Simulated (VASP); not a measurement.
VASP ran on this input.

### KPOINTS
```
Automatic mesh
0
Gamma
3 3 3
0 0 0
```

**POSCAR**
```
CuGaSe2
1
   -2.8294040000     2.8294040000     5.5579370000
    2.8294040000    -2.8294040000     5.5579370000
    2.8294040000     2.8294040000    -5.5579370000
Ga Cu Se
2 2 4
Direct
  0.5000000000   0.5000000000   0.0000000000
  0.2500000000   0.7500000000   0.5000000000
  0.0000000000   0.0000000000   0.0000000000
  0.7500000000   0.2500000000   0.5000000000
  0.8750000000   0.8750000000   0.5000000000
  0.1250000000   0.6250000000   0.0000000000
  0.3750000000   0.3750000000   0.5000000000
  0.6250000000   0.1250000000   0.0000000000
```

INCAR:
```
SYSTEM = CuGaSe2
PREC = Accurate; ENCUT = 300; LREAL = .False.
LASPH = .True.
EDIFF = 1E-6; NELM = 100; ALGO = Normal
LMAXMIX = 4
ISMEAR = -1; SIGMA = 0.05
GGA = PE
LDAUL = -1 2 -1
LDAUU = 0 7.0 0
LDAUJ = 0 0 0
LDAU = .True.; LDAUTYPE = 2
ISIF = 2
LWAVE = .False.; LCHARG = .False.
```

POTCAR, in this order: Ga_d Cu Se (PBE.64 set). Program: vasp_std.

Translate this PBE+U calculation to Quantum ESPRESSO's pw.x.

One equivalent input (not run):
```
&CONTROL
  calculation = 'scf'
  pseudo_dir = './pseudo'
  outdir = './out'
  tprnfor = .true.
  tstress = .true.
/
&SYSTEM
  ibrav = 0
  nat = 8
  ntyp = 3
  ecutwfc = 92
  occupations = 'smearing'
  smearing = 'fermi-dirac'
  degauss = 0.003675
  input_dft = 'pbe'
/
&ELECTRONS
  conv_thr = 7.3e-08
  electron_maxstep = 100
/
ATOMIC_SPECIES
  Ga 69.723 Ga.upf
  Cu 63.546 Cu.upf
  Se 78.971 Se.upf
CELL_PARAMETERS angstrom
    -2.8294040    2.8294040    5.5579370
     2.8294040   -2.8294040    5.5579370
     2.8294040    2.8294040   -5.5579370
ATOMIC_POSITIONS crystal
  Ga   0.5000000  0.5000000  0.0000000
  Ga   0.2500000  0.7500000  0.5000000
  Cu   0.0000000  0.0000000  0.0000000
  Cu   0.7500000  0.2500000  0.5000000
  Se   0.8750000  0.8750000  0.5000000
  Se   0.1250000  0.6250000  0.0000000
  Se   0.3750000  0.3750000  0.5000000
  Se   0.6250000  0.1250000  0.0000000
K_POINTS automatic
  3 3 3 0 0 0
HUBBARD {ortho-atomic}
U Cu-3d 7
```
Limits of the translation: the potentials are each code's own (VASP's PAW set, PseudoDojo norm-conserving files in pw.x), so ENCUT and ecutwfc are chosen apart and not converted; conv_thr bounds pw.x's estimated SCF error, while EDIFF bounds the energy change between steps; the +U projectors differ (PAW spheres against orthogonalised atomic orbitals), so the same U acts differently.

The structure is a typed CuGaSe2 crystal. The cell was not relaxed at this level. The k-mesh is coarse (spacing up to 0.52 per Å, 2π included), so the numbers may not be converged in it. The run is one of a series of settings (LDAU = .TRUE., LDAUJ = 0 0 0, LDAUL = -1 2 -1, LDAUTYPE = 2, LDAUU = 0 7.0 0 against the base run), some of them coarse on purpose.
